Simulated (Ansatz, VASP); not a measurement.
# Cross-check of SnSe2 between VASP and Ansatz, part 2 of 2

Wanted: the spread between two codes on one cell, functional and k mesh. The cell is taken from a series of runs on this material, whose earlier steps may have relaxed, scaled, displaced or heated it; both programs get it as it stands.

VASP 6.6.1 and Ansatz 0.2.0.

So far: Starting point; VASP: zone-centre phonons, PBE.

## Step 3: Ansatz: zone-centre phonons, PBE

Level of this step: Ansatz beside VASP: Kohn-Sham DFT, plane waves, PBE (Ansatz).

Ansatz runs on its default PAW (the set named soft_2) files.

The same cell, functional, mesh and smearing now go to Ansatz, which takes its cutoff from its data sets.

Input file input.yaml:

```yaml
crystal:
  lattice:
    - [3.8718541338, 0.0, 0.0]
    - [-1.9359270669, 3.3531240396, 0.0]
    - [0.0, 0.0, 7.0122498226]
  atoms:
    - { symbol: Sn, position: [0.0, 0.0, 0.0] }
    - { symbol: Se, position: [0.3333333333, 0.6666666667, 0.2274079848] }
    - { symbol: Se, position: [0.6666666667, 0.3333333333, 0.7725920152] }
kpoints:
  mp_grid: { grid: [12, 12, 6] }
hamiltonian:
  xc: pbe
scf:
  occupations: { method: fermi_dirac, width: 0.1 }
  n_extra_bands: 9
output:
  eigenvalues: true
phonons:
  method: fd
  supercell: [1, 1, 1]
```

The run is started by

```console
> ansatz run input.yaml --threads 4 --pin off --max-ram 8192MiB --backend cpu --events-out ev --progress --plain --runs-dir out
```

Numbers of over 12 decimals in the logs are rounded to 6 here.

The log of the run:

```text
scf.n_extra_bands = 9 over 23 filled bands (N_el = 46.0): the run solves 32 bands
Engine: ansatz 0.2.0, aarch64-unknown-linux-gnu
Pseudopotentials: kind: paw
Pseudopotential: Sn, paw, valence charge 14, recommended cutoff 420 eV (normal), Sn.paw.azcp
Pseudopotential: Se, paw, valence charge 16, recommended cutoff 420 eV (normal), Se.paw.azcp
Functional definition: PBE
  parameter kappa = 0.804
  parameter beta = 0.066725
  exchange = pbe_x(kappa = kappa, mu = beta*pi^2/3)
  correlation = pbe_c(beta = beta)
Crystal: 3 atoms, lattice volume = 91.039 Å³
Basis set: ecut = 420 eV, 1787 PW (Γ), exchange–correlation on 54×54×96 points (8 copies of the dense FFT grid, shifted against one another)
Bands: 32, of which v1, the nominal top of the filled ones, is band 23 counted from 1 (22 counted from 0)
Symmetry: 12 space group operations
k-points: 100 of 864
Non-local potential: Sn, projectors of the file, l = 0: 2, l = 1: 2, l = 2: 2, l = 3: 2
Non-local potential: Se, projectors of the file, l = 0: 2, l = 1: 2, l = 2: 3, l = 3: 1
PAW form: soft (Blöchl's): semilocal exchange-correlation on the pseudo side does not see the compensation charge
PAW one-centre angular grid: Sn, 590 points (default); XC on 64 Gauss nodes
PAW one-centre angular grid: Se, 590 points (default); XC on 64 Gauss nodes
Initial density: superposition of atomic densities (neutral atoms: chi_scale 0, normalization atom), corrected by the library's trained network
Initial wavefunctions: pseudopotential atomic-orbital guess
Functional: x = pbe(κ = 0.804, μ = 0.219515), c = pbe(β = 0.066725)
SCF iter   1: F=—  HF=-16963.398710 eV  |F-HF|=—  |Δ(HF+E_count)|=         —  Δρ=1.45e-3  dr2=3.33e-3  ethr=1.77e-3  ⟨swp⟩=6.5  Hψ=14431  notcnv=0  defer=139
preconditioner: auto → Resta (q_TF=auto, 2.435 Å⁻¹)  ε∞=2.2  [insulator: Δε(μ)=0.703 eV  Ē_g=17.981 eV  σ=0.100 eV  W_gap=0.92  n_scr=22 (ndim 8)  ℏωp=19.8 eV  f_vac=0.195  D(μ)=0.05/eV (n_scr^D=0)  ε∞_Penn≈2.2]
SCF iter   2: F=—  HF=-16963.397809 eV  |F-HF|=—  |Δ(HF+E_count)|=   9.00e-4  Δρ=6.51e-4  dr2=2.65e-4  ethr=7.24e-6  ⟨swp⟩=3.0  Hψ=6285  notcnv=0  defer=175
SCF iter   3: F=—  HF=-16963.397928 eV  |F-HF|=—  |Δ(HF+E_count)|=   1.18e-4  Δρ=3.63e-4  dr2=5.91e-5  ethr=5.75e-7  ⟨swp⟩=3.0  Hψ=5200  notcnv=0  defer=175
SCF iter   4: F=—  HF=-16963.397991 eV  |F-HF|=—  |Δ(HF+E_count)|=   6.32e-5  Δρ=1.57e-4  dr2=1.37e-5  ethr=1.29e-7  ⟨swp⟩=2.5  Hψ=4482  notcnv=0  defer=175
SCF iter   5: F=—  HF=-16963.398009 eV  |F-HF|=—  |Δ(HF+E_count)|=   1.82e-5  Δρ=4.05e-5  dr2=1.25e-6  ethr=2.98e-8  ⟨swp⟩=2.0  Hψ=5186  notcnv=0  defer=175
SCF iter   6: F=—  HF=-16963.398012 eV  |F-HF|=—  |Δ(HF+E_count)|=   3.09e-6  Δρ=5.87e-6  dr2=4.68e-8  ethr=2.72e-9  ⟨swp⟩=2.0  Hψ=3645  notcnv=0  defer=175
SCF iter   7: F=—  HF=-16963.398012 eV  |F-HF|=—  |Δ(HF+E_count)|=   1.80e-7  Δρ=9.73e-7  dr2=1.41e-9  ethr=1.02e-10  ⟨swp⟩=2.2  Hψ=3736  notcnv=0  defer=175
SCF iter   8: F=—  HF=-16963.398012 eV  |F-HF|=—  |Δ(HF+E_count)|=   4.71e-9  Δρ=3.68e-7  dr2=1.05e-10  ethr=3.06e-12  ⟨swp⟩=2.2  Hψ=4242  notcnv=0  defer=175
SCF iter   9: F=-16963.398012 eV  HF=-16963.398012 eV  |F-HF|=3.64e-12  |Δ(HF+E_count)|=  1.09e-11  Δρ=8.82e-8  dr2=7.43e-12  ethr=1.00e-12  ⟨swp⟩=10.2  Hψ=14787  notcnv=0
SCF 1 converged in 9 iterations: F = -16963.398012 eV  dr2 = 7.43e-12
  greatest PAW one-centre occupation: 1.000 electrons in one spin orbital (limit 2), on the Se atom at site 2 (counted from 0), in its partial waves of l = 2
Symmetry: 2 space group operations
k-points: 242 of 864 (time reversal used)
Initial density: handed on by an earlier stage of this run
Initial wavefunctions: those handed on with the density
iter 1 solved again at ethr=5.04e-8 eV; its pass at ethr=3.10e-3 eV (dr2=2.32e-5 eV) is discarded
[...]
preconditioner: auto → Resta (q_TF=auto, 2.435 Å⁻¹)  ε∞=2.2  [insulator: Δε(μ)=0.696 eV  Ē_g=18.004 eV  σ=0.100 eV  W_gap=0.92  n_scr=22 (ndim 8)  ℏωp=19.8 eV  f_vac=0.197  D(μ)=0.05/eV (n_scr^D=0)  ε∞_Penn≈2.2]
[...]
SCF 2 converged in 8 iterations: F = -16963.397988 eV  dr2 = 6.14e-13
  greatest PAW one-centre occupation: 1.000 electrons in one spin orbital (limit 2), on the Se atom at site 1 (counted from 0), in its partial waves of l = 2
[...]
preconditioner: auto → Resta (q_TF=auto, 2.435 Å⁻¹)  ε∞=2.2  [insulator: Δε(μ)=0.692 eV  Ē_g=18.003 eV  σ=0.100 eV  W_gap=0.92  n_scr=22 (ndim 8)  ℏωp=19.8 eV  f_vac=0.197  D(μ)=0.06/eV (n_scr^D=0)  ε∞_Penn≈2.2]
[...]
SCF iter   4: F=—  HF=-16963.398004 eV  |F-HF|=—  |Δ(HF+E_count)|=   4.49e-8  Δρ=4.24e-6  dr2=1.87e-8  ethr=8.91e-10  ⟨swp⟩=3.0  Hψ=12458  notcnv=0  defer=54
SCF iter   5: F=—  HF=-16963.398004 eV  |F-HF|=—  |Δ(HF+E_count)|=   3.84e-9  Δρ=1.61e-6  dr2=2.79e-9  ethr=4.06e-11  ⟨swp⟩=2.5  Hψ=10485  notcnv=0  defer=54
SCF iter   6: F=—  HF=-16963.398004 eV  |F-HF|=—  |Δ(HF+E_count)|=  4.55e-10  Δρ=4.30e-7  dr2=2.50e-10  ethr=6.07e-12  ⟨swp⟩=2.6  Hψ=12041  notcnv=0  defer=54
SCF iter   7: F=—  HF=-16963.398004 eV  |F-HF|=—  |Δ(HF+E_count)|=  1.27e-10  Δρ=1.33e-7  dr2=2.04e-11  ethr=1.00e-12  ⟨swp⟩=2.8  Hψ=11982  notcnv=0  defer=54
SCF iter   8: F=-16963.398004 eV  HF=-16963.398004 eV  |F-HF|=0.00e0  |Δ(HF+E_count)|=  3.64e-11  Δρ=3.72e-8  dr2=1.22e-12  ethr=1.00e-12  ⟨swp⟩=6.0  Hψ=31799  notcnv=0
SCF 3 converged in 8 iterations: F = -16963.398004 eV  dr2 = 1.22e-12
iter 1 solved again at ethr=1.01e-12 eV; its pass at ethr=3.10e-3 eV (dr2=4.67e-10 eV) is discarded
SCF iter   1: F=—  HF=-16963.398017 eV  |F-HF|=—  |Δ(HF+E_count)|=         —  Δρ=1.06e-6  dr2=5.51e-10  ethr=1.01e-12  ⟨swp⟩=3.0  Hψ=38537  notcnv=0  defer=37
preconditioner: auto → Resta (q_TF=auto, 2.435 Å⁻¹)  ε∞=2.2  [insulator: Δε(μ)=0.697 eV  Ē_g=18.005 eV  σ=0.100 eV  W_gap=0.92  n_scr=22 (ndim 8)  ℏωp=19.8 eV  f_vac=0.197  D(μ)=0.05/eV (n_scr^D=0)  ε∞_Penn≈2.2]
SCF iter   2: F=—  HF=-16963.397992 eV  |F-HF|=—  |Δ(HF+E_count)|=   2.49e-5  Δρ=5.10e-7  dr2=1.04e-10  ethr=1.01e-12  ⟨swp⟩=2.0  Hψ=10649  notcnv=0  defer=37
SCF iter   3: F=—  HF=-16963.397992 eV  |F-HF|=—  |Δ(HF+E_count)|=  3.27e-11  Δρ=1.38e-7  dr2=2.36e-11  ethr=1.00e-12  ⟨swp⟩=1.0  Hψ=6958  notcnv=0  defer=37
SCF iter   4: F=-16963.397992 eV  HF=-16963.397992 eV  |F-HF|=0.00e0  |Δ(HF+E_count)|=    0.00e0  Δρ=4.97e-8  dr2=1.89e-12  ethr=1.00e-12  ⟨swp⟩=5.9  Hψ=30265  notcnv=0
SCF 4 converged in 4 iterations: F = -16963.397992 eV  dr2 = 1.89e-12
SCF converged after 9 iterations
Free energy (F): -16963.398012 eV
Harris-Foulkes:  -16963.398012 eV  (|F-HF|=3.64e-12)
Internal energy: -16963.394796 eV  (E = F + TS)
E sigma→0 (E₀):  -16963.396404 eV
Entropy (-TS):   -0.003216 eV (-1.072 meV/atom)
Fermi energy:    6.298599 eV
--- Per-component energies (eV) ---
  E_band       = -952.449410
  E_kinetic    = 422.902616
  E_local      = -7055.452521  (includes V_loc(G=0)·N_el)
  E_nonlocal   = -1222.381859
  E_hartree    = 3558.716366
  E_xc         = -588.813285
  E_vxc        = -289.914438  (∫ρ·V_xc dr)
  E_paw        = -7963.781356  (= ΣΔE_a)
  E_vpaw       = 74.965178  (= ΣTr[D̂ρ^β])
  E_aug_tail   = -0.001198  (compensation charges beyond the density's cutoff)
  E_ewald      = -4114.583558
  E_smearing   = -0.003216  (= −TS)
  E_closure    = 0.000000  (closes the sum)
  Σ components = -16963.398012   (vs F -16963.398012, Δ=0.00e0)
--- Forces (eV/Å), atoms counted from 1 ---
  atom   1  Sn    -0.00000000    -0.00000000     0.00000000
  atom   2  Se     0.00000000    -0.00000000     0.00418623
  atom   3  Se    -0.00000000     0.00000000    -0.00418623
  max |Σ_I F_I| component: 8.67e-19 eV/Å
--- Band table (eV; the first three rows and the last of 100) ---
  k-point 0: bands = [... 19 lower, 5.3898, 5.3898, 5.7388, 5.7388, 6.9581, 8.9467, 10.4460, 10.4460, ... 5 higher]
  k-point 1: bands = [... 19 lower, 5.3837, 5.3837, 5.7482, 5.7482, 7.2332, 8.9323, 10.4281, 10.4281, ... 5 higher]
  k-point 2: bands = [... 19 lower, 5.3726, 5.3726, 5.7660, 5.7660, 7.6526, 8.8931, 10.3930, 10.3930, ... 5 higher]
  k-point 99: bands = [... 19 lower, 2.2652, 2.6667, 5.2595, 5.2595, 7.8433, 10.6614, 10.6614, 12.0855, ... 5 higher]
--- Phonons: 3 displaced members + reference (amplitude 0.0025 Å, Σ member SCF iterations 20) ---
  symmetry images taken by strict's conditions (phonons.symmetry_images: auto; settled by no image being taken that strict refuses)
  ASR residual: 1.447e-4 → 0.000e0 eV/Å²; symmetrization residual: 6.912e-6 eV/Å²
  largest component of a force at the reference: 4.2e-3 eV/Å
  ASR residual per site (eV/Å²): 1.39e-4 1.45e-4 1.45e-4
  Γ frequencies (cm⁻¹): 0.00 0.00 0.00 105.84 105.84 136.95 136.95 175.29 240.78
  density of states and harmonic sums: on the 18×18×9 q-mesh, interpolated from the force constants of a 1×1×1 supercell (no non-analytic term)
  largest difference from the sums on the solved wave vectors: F 6.18e-1 eV, S 8.76e-4 and C_V 2.58e-4 eV/K
  zero-point energy: 0.066680 eV/cell   skipped modes (ω ≤ 0): 15, of them read as no rigid motion or as one in doubt: 12 (8.230e-3 modes/cell left out, lowest 0.00 cm⁻¹)   left out of the sums: 1.03e-3 of the cell's modes: C_V's classical limit lies that fraction below 3 k_B per atom; for a crystal, a wire or a layer, F and S can be off by more, and a phonons.interpolated_qmesh denser along its periods is the remedy for the sampling
```

In the SCF lines HF is the Harris–Foulkes energy and dr2 the Hartree energy of the density residual, in eV; the loop may stop once dr2 is under the threshold and the program's other checks hold. Hψ counts applications of the Hamiltonian.

## Step 4: Comparison

Known differences besides the potentials themselves: the data sets hold 46 valence electrons in Ansatz (on its default PAW (the set named soft_2) files) and 26 in VASP; the cutoff is 420 eV in Ansatz and 500 eV in VASP. Total energies have different zeros and are not compared.

Both answers:

```
                  quantity  Ansatz   VASP  difference
optical mode 1 to 2 (cm⁻¹)   105.8  106.0     -0.13 %
optical mode 3 to 4 (cm⁻¹)   136.9  137.5     -0.40 %
     optical mode 5 (cm⁻¹)   175.3  175.5     -0.10 %
     optical mode 6 (cm⁻¹)   240.8  241.3     -0.24 %
```

Modes are paired by rising frequency, not by their patterns, so a pair may set unlike modes beside each other; they are those without the splitting of longitudinal modes.

## Step 5: Outcome

* r.m.s. difference of the optical zone-centre modes, each program's sorted by frequency (zone-centre phonons, PBE): 0.41 cm⁻¹

What this shows: The r.m.s. difference of the optical zone-centre modes, each program's sorted by frequency is 0.41 cm⁻¹ (zone-centre phonons, PBE). The data sets hold unlike numbers of valence electrons (46 in Ansatz and 26 in VASP), so part of the differences comes from the potentials. Such differences can come from data sets, numerical settings and the points named under the comparisons, not from the functional's error against experiment.

[Lines on the potential files, build, host, timing and source positions are cut from VASP's logs without a mark.]

[Logs are printed without paths, hosts, clocks, repeated set-up lines and the standing remarks that a program may print on its own settings, such as how far it seeks lower states.]

[Hosts, paths, dates, database ids (printed as entryN), source tags and the programs' standing remarks are cut or masked in the printed files.]
